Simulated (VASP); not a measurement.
Input:

```
NaCl
1.0
    0.00000     2.79599     2.79599
    2.79599     0.00000     2.79599
    2.79599     2.79599     0.00000
Na Cl
1 1
Cartesian
  0.00000   0.00000   0.00000
  2.79599   2.79599   2.79599
```

All values below come from PBEsol GGA, VASP's PBE PAW potentials (set 64) (plane waves; VASP 6.6.1). Settings: 480 eV cut-off, 8×8×8 Γ-centred mesh, Gaussian smearing of 0.050 eV, potentials Na_pv Cl.

Each relaxation starts from this cell; other phases were not tried.

The cell is relaxed at 1 GPa. What happens?

The volume per atom goes from 21.86 to 21.21 Å³ (-3.0 %), and the cell becomes a = 5.5361 Å, b = 5.5361 Å, c = 5.5361 Å, α = 90.00°, β = 90.00°, γ = 90.00°, space group Fm-3m. The gap on the mesh goes from 5.03 to 5.14 eV.

The cell is relaxed at 2 GPa. What happens?

The volume per atom goes from 21.86 to 20.60 Å³ (-5.7 %), and the cell becomes a = b = c = 5.483 Å, α = β = γ = 90.00°, space group Fm-3m. The gap on the mesh goes from 5.03 to 5.26 eV.

Failed runs are left out, and for metals the shear rows, which the mesh's noise covers.

The compound is NaCl in the rock salt structure.
